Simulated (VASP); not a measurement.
Here is the system:

```xyz
8
Lattice="4.3137 0.0000 0.0000 0.0000 4.3137 0.0000 0.0000 0.0000 27.1529" Properties=species:S:1:pos:R:3 pbc="T T T"
Pb     0.0000     2.1568     9.0011
Pb     2.1568     0.0000    12.0514
Pb     0.0000     2.1568    15.1016
Pb     2.1568     0.0000    18.1518
Se     0.0000     2.1568    12.0514
Se     2.1568     0.0000     9.0011
Se     0.0000     2.1568    18.1518
Se     2.1568     0.0000    15.1016
```

Method: PBEsol GGA, VASP's PBE PAW potentials (set 64) (plane waves; VASP). Settings: PREC = Normal, EDIFF = 1E-5, 400 eV cut-off, 5×5×1 Γ-centred mesh, Gaussian smearing of 0.050 eV, potentials Pb_d Se.

Q: The ions are relaxed. Give the cell that the relaxation ends in.

A: 
```xyz
8
Lattice="4.3137 0.0000 0.0000 0.0000 4.3137 0.0000 0.0000 0.0000 27.1529" Properties=species:S:1:pos:R:3 pbc="T T T"
Pb     0.0000     2.1568     9.1089
Pb     2.1568     0.0000    11.9357
Pb     4.3137     2.1568    15.2172
Pb     2.1568     0.0000    18.0440
Se     0.0000     2.1568    11.9706
Se     2.1568     0.0000     9.0495
Se     0.0000     2.1568    18.1034
Se     2.1568     0.0000    15.1823
```

Q: How much energy does the relaxation gain?

A: The energy (σ→0) changes by -17.9 meV/atom, in 10 ionic steps.

```csv
step,E(σ→0) (eV),max force (eV/Å),pressure (GPa),volume (Å³)
1,-34.9775,0.425,-0.61,505.25
2,-35.0218,0.370,-0.56,505.25
3,-35.1071,0.186,-0.26,505.25
4,-34.9168,1.082,0.89,505.25
5,-35.1144,0.147,-0.15,505.25
6,-35.1154,0.121,-0.08,505.25
7,-35.1198,0.057,-0.07,505.25
8,-35.1202,0.034,-0.04,505.25
9,-35.1202,0.031,-0.05,505.25
10,-35.1207,0.026,-0.05,505.25
```

The cell is a thin slab with vacuum, built from PbSe (rock salt): (100) face.
